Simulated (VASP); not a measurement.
Data:

```
CELL_PARAMETERS angstrom
      2.98730     0.00000     0.00000
      0.00000     2.98730     0.00000
      0.00000     0.00000     2.98730
ATOMIC_POSITIONS crystal
  Ti 0.00000 0.00000 0.00000
  Co 0.50000 0.50000 0.50000
```

Level of theory: revPBE GGA, VASP's PBE PAW potentials (set 64) (plane waves; VASP). Settings: 520 eV cut-off, 12×12×12 Γ-centred mesh, first-order Methfessel-Paxton smearing of 0.10 eV, potentials Ti_sv Co.

Question: Give the energy at these volumes per atom, relative to the lowest: 12.54, 12.94, 13.34, 13.74, 14.14 Å³.

Answer: 27.5, 6.4, 0.0, 6.2, 23.1 meV/atom. A third-order Birch-Murnaghan fit gives B0 = 168 GPa and B0′ = 4.1.

Measured: bulk modulus 154 GPa (computed value off by +9.0 %), a 2.995 Å (computed value off by -0.3 %), as given by Yamada et al., (2019), arXiv:1910.09660. The calculation is for a static lattice, while the measured bulk modulus, a hold thermal and zero-point effects, which are part of the difference.

The compound is TiCo in the CsCl type structure. It was relaxed first. The run is not spin-polarised, so no magnetic state was tried.
